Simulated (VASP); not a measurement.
Computed with revPBE GGA, VASP's PBE PAW potentials (set 64) (plane waves; VASP 6.6.1).

Input for VASP

**INCAR**
```
SYSTEM=WSi2
PREC=Accurate; ENCUT=400; LREAL=.FALSE.
LASPH=.TRUE.
EDIFF=1E-6; NELM=100; ALGO=Normal
LMAXMIX=6
ISMEAR=1; SIGMA=0.1
GGA=RE
ISIF=2
LWAVE=.FALSE.; LCHARG=.FALSE.
```

**POSCAR**
```
WSi2
7.830
 -0.2049808429   0.2049808429   0.5000000000
  0.2049808429  -0.2049808429   0.5000000000
  0.2049808429   0.2049808429  -0.5000000000
Si W
2 1
Direct
  0.6650000000   0.6650000000   0.0000000000
  0.3350000000   0.3350000000   0.0000000000
  0.0000000000   0.0000000000   0.0000000000
```

KPOINTS:
```
kpoints
0
gamma
  12 12 12
0 0 0
```

POTCAR, in this order: Si W_sv (PBE.64 set). Program: vasp_std.

What VASP printed:

File OSZICAR:
```
       N       E                     dE             d eps       ncg     rms          rms(c)
DAV:   1     0.109433377270E+03    0.10943E+03   -0.96213E+03  4898   0.123E+03
DAV:   2    -0.213317656647E+02   -0.13077E+03   -0.12897E+03  5730   0.319E+02
DAV:   3    -0.246901038302E+02   -0.33583E+01   -0.32934E+01  6521   0.463E+01
DAV:   4    -0.247126165463E+02   -0.22513E-01   -0.22504E-01  5576   0.443E+00
DAV:   5    -0.247129152548E+02   -0.29871E-03   -0.29870E-03  6521   0.492E-01    0.256E+01
DAV:   6    -0.239757627096E+02    0.73715E+00   -0.43216E+00  5856   0.156E+01    0.901E+00
DAV:   7    -0.238980660418E+02    0.77697E-01   -0.25932E-01  5492   0.305E+00    0.451E+00
DAV:   8    -0.238772755073E+02    0.20791E-01   -0.42691E-02  6381   0.186E+00    0.329E-01
DAV:   9    -0.238769234318E+02    0.35208E-03   -0.10776E-03  5772   0.281E-01    0.197E-01
DAV:  10    -0.238768606544E+02    0.62777E-04   -0.31864E-04  6129   0.176E-01    0.380E-02
DAV:  11    -0.238768539077E+02    0.67467E-05   -0.39055E-05  6248   0.517E-02    0.164E-02
DAV:  12    -0.238768538898E+02    0.17886E-07   -0.17327E-06  4079   0.943E-03
   1 F= -.23876854E+02 E0= -.23876884E+02  d E =0.891248E-04
```

File OUTCAR:
```
------------------------ aborting loop because EDIFF is reached ----------------------------------------
  FORCE on cell =-STRESS in cart. coord.  units (eV):
  Direction    XX          YY          ZZ          XY          YZ          ZX
  --------------------------------------------------------------------------------------
  Total        1.4192323      1.4192323      1.4660409      0.0000000     -0.0000000      0.0000000
  in kB       56.3666531     56.3666531     58.2257153      0.0000000     -0.0000000      0.0000000
  external PRESSURE =      56.9863405 kB  Pullay stress =       0.0000000 kB
  volume of cell :       40.34
      direct lattice vectors                 reciprocal lattice vectors
    -1.605000000  1.605000000  3.915000000     0.000000000  0.311526480  0.127713921
     1.605000000 -1.605000000  3.915000000     0.311526480  0.000000000  0.127713921
     1.605000000  1.605000000 -3.915000000     0.311526480  0.311526480  0.000000000
 POSITION                                       TOTAL-FORCE (eV/Angst)
 -----------------------------------------------------------------------------------
      0.00000      0.00000      5.20695        -0.000000     -0.000000      0.167596
      0.00000      0.00000      2.62305        -0.000000     -0.000000     -0.167596
      0.00000      0.00000      0.00000         0.000000      0.000000      0.000000
 -----------------------------------------------------------------------------------
    total drift:                                0.000000      0.000000     -0.000000
  FREE ENERGIE OF THE ION-ELECTRON SYSTEM (eV)
  ---------------------------------------------------
  free  energy   TOTEN  =       -23.8768538898 eV

  energy  without entropy=      -23.8769430146  energy(sigma->0) =      -23.87688360
```
(Selected blocks of OUTCAR.)

The compound is WSi2 in the MoSi2 type structure. The cell was not relaxed at this level. The run is one of a series of settings (GGA = RE against the base run), some of them coarse on purpose.
